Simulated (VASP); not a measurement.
# Mo under a change of volume

How do stress and energy of Mo follow a change of volume?

Calculated with VASP 6.6.1; r2SCAN; plane waves and PAW (Mo_sv), in the first sound run; inputs show where later runs differ.

## Step 1: The structure

The structure is cubic, space group Im-3m (No. 229). Conventional cell: a = 3.150 Å, b = 3.150 Å, c = 3.150 Å, α = 90.00°, β = 90.00°, γ = 90.00°. Nearest to Mo lie 8 Mo at 2.73 Å.

## Step 2: Relax the crystal, r2SCAN

The series starts from the cell that this level prefers, so that zero strain is near zero stress.

Level: r2SCAN; plane waves and PAW (Mo_sv).

INCAR

```
SYSTEM = Mo
PREC = Accurate
ENCUT = 450
EDIFF = 1E-07
NELM = 120
ISMEAR = 1
SIGMA = 0.15
LREAL = .FALSE.
ALGO = Normal
METAGGA = R2SCAN
LASPH = .TRUE.
NBANDS = 13
LORBIT = 11
LWAVE = .FALSE.
LCHARG = .FALSE.
KPAR = 8
IBRION = 2
NSW = 40
ISIF = 3
EDIFFG = -0.005
POTIM = 0.4
```

POSCAR

```
Mo
1.0
   -1.5750000000      1.5750000000      1.5750000000
    1.5750000000     -1.5750000000      1.5750000000
    1.5750000000      1.5750000000     -1.5750000000
Mo
1
Direct
    0.0000000000      0.0000000000      0.0000000000
```

KPOINTS

```
Automatic mesh
0
Gamma
26 26 26
0 0 0
```

Potentials, in the order of the species: Mo_sv (PBE family, release 64).

Launch:

```console
mpirun -np 8 vasp_std
```

The log of the run:

```text
[banner, memory and clock lines left out]
running    8 mpi-ranks, on    1 nodes
[...]
|                                                                             |
|           W    W    AA    RRRRR   N    N  II  N    N   GGGG   !!!           |
|           W    W   A  A   R    R  NN   N  II  NN   N  G    G  !!!           |
|           W    W  A    A  R    R  N N  N  II  N N  N  G       !!!           |
|           W WW W  AAAAAA  RRRRR   N  N N  II  N  N N  G  GGG   !            |
|           WW  WW  A    A  R   R   N   NN  II  N   NN  G    G                |
|           W    W  A    A  R    R  N    N  II  N    N   GGGG   !!!           |
|                                                                             |
|     For optimal performance we recommend to set                             |
|       NCORE = 2 up to number-of-cores-per-socket                            |
|     NCORE specifies how many cores store one orbital (NPAR=cpu/NCORE).      |
|     This setting can greatly improve the performance of VASP for DFT.       |
[...]
DAV:   6    -0.260786801161E+02   -0.85249E-06   -0.29620E-07 13796   0.528E-03    0.401E-04
DAV:   7    -0.260786801392E+02   -0.23046E-07   -0.53579E-09  7083   0.939E-04
   2 F= -.26078680E+02 E0= -.26079063E+02  d E =0.851272E-03
 trial-energy change:    0.000851  1 .order    0.000829   -0.001463    0.003122
 step:   0.3129(harm=  0.3191)  dis= 0.00000  next Energy=   -26.079760 (dE=-0.228E-03)
[...]
N       E                     dE             d eps       ncg     rms          rms(c)
DAV:   1    -0.260928066619E+02   -0.14127E-01   -0.28752E-01 13421   0.722E+00    0.123E+00
DAV:   2    -0.260806620992E+02    0.12145E-01   -0.17077E-02 13351   0.169E+00    0.231E-01
DAV:   3    -0.260796317103E+02    0.10304E-02   -0.32569E-03 13896   0.709E-01    0.188E-01
DAV:   4    -0.260797542364E+02   -0.12253E-03   -0.51811E-05 13872   0.790E-02    0.138E-02
DAV:   5    -0.260797567838E+02   -0.25474E-05   -0.26225E-06 15086   0.197E-02    0.247E-03
DAV:   6    -0.260797563128E+02    0.47093E-06   -0.14841E-07 11031   0.405E-03    0.440E-04
DAV:   7    -0.260797563406E+02   -0.27771E-07   -0.71648E-09  6898   0.107E-03
   3 F= -.26079756E+02 E0= -.26080134E+02  d E =-.224929E-03
[...]
reached required accuracy - stopping structural energy minimisation
```

Elapsed: 2.8 min, on 8 MPI ranks of AMD EPYC 7R13 (Zen 3), shared host; peak memory 1.3 GiB.

Lines that name or quote the potential files are left out of all logs, and their timing lines are given in words.

OUTCAR, selected parts (step 2):

```text
  Total        0.0009271      0.0009271      0.0009271     -0.0000000      0.0000000     -0.0000000
  in kB        0.0946586      0.0946586      0.0946586     -0.0000000      0.0000000     -0.0000000
  external PRESSURE =       0.0946586 kB  Pullay stress =       0.0000000 kB

 POSITION                                       TOTAL-FORCE (eV/Angst)
 -----------------------------------------------------------------------------------
      0.00000      0.00000     -0.00000         0.000000     -0.000000      0.000000
 -----------------------------------------------------------------------------------
    total drift:                                0.000000     -0.000000     -0.000000

  FREE ENERGIE OF THE ION-ELECTRON SYSTEM (eV)
  ---------------------------------------------------
  free  energy   TOTEN  =       -26.0797563406 eV

  energy  without entropy=      -26.0808903489  energy(sigma->0) =      -26.08013434

 reached required accuracy - stopping structural energy minimisation

[... 3 further parts left out ...]
[key lines of the parts left out:]
E-fermi :  12.4758
```

Numbers from this step:

| Property | Result |
| --- | --- |
| energy(sigma→0) of the program | -26.0801 eV |
| stress, compression positive | xx, yy, zz 0.01, 0.01, 0.01 GPa |
| volume | 15.692 Å³ |
| ionic steps | 3 |

## Step 3: Relax at fixed volume, r2SCAN

One member in full: the volume is scaled by 1.01, and the cell is held.

Level: r2SCAN; plane waves and PAW (Mo_sv).

Changes to INCAR since step 2:

```diff
@@ -15,7 +15,8 @@
 LCHARG = .FALSE.
-KPAR = 8
+KPAR = 2
 IBRION = 2
 NSW = 40
-ISIF = 3
-EDIFFG = -0.005
+ISIF = 2
+EDIFFG = -0.004
 POTIM = 0.4
+MAXMIX = 40
```

POSCAR

```
Mo
1.0
   -1.5823779735      1.5823779735      1.5823779735
    1.5823779735     -1.5823779735      1.5823779735
    1.5823779735      1.5823779735     -1.5823779735
Mo
1
Direct
    0.0000000000      0.0000000000      0.0000000000
```

KPOINTS is that of step 2.

Launch:

```console
mpirun -np 2 vasp_std
```

The log of the run:

```text
[banner, memory and clock lines left out]
running    2 mpi-ranks, on    1 nodes
[...]
[... a notice as in an earlier step ...]

 LDA part: xc-table for (None), standard interpolation
 POSCAR, INCAR and KPOINTS ok, starting setup
[...]
entering main loop
       N       E                     dE             d eps       ncg     rms          rms(c)
DAV:   1     0.645639656671E+02    0.64564E+02   -0.76003E+03 13408   0.102E+03
DAV:   2    -0.313583108960E+02   -0.95922E+02   -0.92367E+02 15386   0.299E+02
DAV:   3    -0.324162841533E+02   -0.10580E+01   -0.10552E+01 14796   0.314E+01
DAV:   4    -0.324187760062E+02   -0.24919E-02   -0.24918E-02 15096   0.186E+00
[...]
DAV:  11    -0.260787401304E+02    0.23866E-04   -0.24303E-05 14051   0.581E-02    0.653E-03
DAV:  12    -0.260787404294E+02   -0.29900E-06   -0.14090E-07 13426   0.426E-03    0.380E-03
DAV:  13    -0.260787404737E+02   -0.44294E-07   -0.40254E-08  7688   0.256E-03
   1 F= -.26078740E+02 E0= -.26079124E+02  d E =-.260787E+02
[...]
reached required accuracy - stopping structural energy minimisation
```

It took 4 min on 2 MPI ranks; peak memory 0.32 GiB.

OUTCAR, selected parts (step 3):

```text
  Total       -0.2631574     -0.2631574     -0.2631574      0.0000000      0.0000000     -0.0000000
  in kB      -26.6032961    -26.6032961    -26.6032961      0.0000000      0.0000000     -0.0000000
  external PRESSURE =     -26.6032961 kB  Pullay stress =       0.0000000 kB

 POSITION                                       TOTAL-FORCE (eV/Angst)
 -----------------------------------------------------------------------------------
      0.00000      0.00000      0.00000        -0.000000      0.000000      0.000000
 -----------------------------------------------------------------------------------
    total drift:                                0.000000     -0.000000      0.000000

  FREE ENERGIE OF THE ION-ELECTRON SYSTEM (eV)
  ---------------------------------------------------
  free  energy   TOTEN  =       -26.0787404737 eV

  energy  without entropy=      -26.0798911079  energy(sigma->0) =      -26.07912402

[... 2 parts as in an earlier step ...]

[... 2 further parts left out ...]
[key lines of the parts left out:]
E-fermi :  12.3149
```

Read from the output:

| Item | Value |
| --- | --- |
| energy(sigma→0) of the program | -26.0791 eV |
| stress, compression positive | xx, yy, zz -2.66, -2.66, -2.66 GPa |
| ionic steps | 1 |

## Step 4: The whole series

The other members went through these steps as far as the tables show, with the same cutoff and, step by step, the same mesh; 8 runs are not shown. The session took 1.5 core hours (wall time by ranks) on a shared machine.

```
volume over the relaxed volume  volume (Å³/atom)  pressure (GPa)  energy above the unstrained row, extrapolated to no smearing (meV/atom)
                         0.940            14.750          19.301                                                                   55.343
                         0.960            15.064               ?                                                                        ?
                         0.980            15.378           5.818                                                                    6.065
                         0.990            15.535           2.847                                                                    1.612
                             1            15.692           0.023                                                                    0.000
                         1.010            15.849          -2.660                                                                    1.105
                         1.020            16.006          -5.208                                                                    4.777
                         1.040            16.319          -9.915                                                                   19.298
                         1.060            16.633         -14.149                                                                   42.601
```

## Step 5: A fit to the known rows

A least-squares cubic through the 8 rows shown, with u the logarithm of the volume ratio: pressure = − 314.0 u³ + 567.8 u² − 275.2 u + 0.02326 (GPa), r.m.s. residual 8.2e-4 GPa.

At u = -0.04082 this predicts 12.226 GPa.

## Step 6: Checking the prediction

The calculation gives 12.226 GPa, so the prediction is right to the last digit shown.

A cubic of the pressure in ln(V/V₀) through all rows has the slope −B at V₀: B = 275 GPa, and its curvature gives B′ = 4.1.

## Step 7: Summary of results

```json
{"error of the predicted pressure": "0.000 GPa", "bulk modulus": "275 GPa"}
```

The slope of the energy gives 0.23 GPa at the relaxed volume where the pressure column has 0.02 GPa, a mark of the finite basis or of the smearing. These are static values: temperature and zero-point motion are left out. In a metal the slopes also depend on mesh and smearing, which were held through the series.

[Lines on the potential files, build, host, timing and source positions are cut from VASP's logs without a mark.]

[Logs are printed without paths, hosts, clocks, repeated set-up lines and the standing remarks that a program may print on its own settings, such as how far it seeks lower states.]

[Hosts, paths, dates, database ids (printed as entryN), source tags and the programs' standing remarks are cut or masked in the printed files.]

[In band tables of VASP the shares of atoms and orbitals are scaled to a sum of 1 inside the atoms' spheres.]
